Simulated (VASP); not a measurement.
Data:

```xyz
4
Lattice="3.9248 0.0000 0.0000 0.0000 3.9248 0.0000 0.0000 0.0000 5.6582" Properties=species:S:1:pos:R:3 pbc="T T T"
Zn     3.9248     0.0000     2.8291
Cd     1.9624     1.9624     0.0000
S      1.9624     0.0000     1.5616
S      3.9248     1.9624     4.0967
```

All values below come from PBEsol GGA, VASP's PBE PAW potentials (set 64) (plane waves; VASP). Numerical set-up: 400 eV cut-off, 6×6×5 Γ-centred mesh, tetrahedra with Blöchl corrections, potentials Zn Cd S.

**Question.** Tabulate the total density of states (states/eV per cell) against energy (eV; zero at the valence-band maximum or, without a gap, the Fermi level).

**Answer.** 
(E (eV), DOS (states/eV)): (-9.91, 0.00); (-9.68, 0.00); (-9.45, 0.00); (-9.11, 0.00); (-8.88, 0.00); (-8.65, 0.00); (-8.42, 0.00); (-8.19, 0.00); (-7.96, 0.00); (-7.62, 20.8); (-7.39, 19.0); (-7.16, 0.00); (-6.93, 0.00); (-6.70, 0.00); (-6.36, 0.45); (-6.13, 13.6); (-5.90, 21.5); (-5.67, 0.01); (-5.44, 0.00); (-5.10, 0.02); (-4.87, 0.87); (-4.64, 2.67); (-4.41, 3.26); (-4.18, 1.49); (-3.95, 2.16); (-3.61, 1.45); (-3.38, 1.06); (-3.15, 0.87); (-2.92, 0.97); (-2.69, 2.81); (-2.35, 3.30); (-2.12, 3.38); (-1.89, 3.85); (-1.66, 4.75); (-1.43, 3.34); (-1.09, 3.39); (-0.86, 2.99); (-0.63, 3.25); (-0.40, 1.37); (-0.17, 0.38); (0.06, 0.00); (0.40, 0.00); (0.63, 0.00); (0.86, 0.00); (1.09, 0.00); (1.32, 0.00); (1.66, 0.01); (1.89, 0.02); (2.12, 0.04); (2.35, 0.09); (2.58, 0.18); (2.92, 0.34); (3.15, 0.80); (3.38, 1.38); (3.61, 2.01); (3.84, 3.35); (4.06, 2.81); (4.41, 2.85); (4.64, 2.69); (4.87, 1.42)
Within 2 eV below the valence-band maximum the largest weight inside VASP's projection spheres is S p.

The structure comes from a computed database's ZnCdS2 entry (P-4m2); how it stands against other phases isn't given here. It was relaxed first.
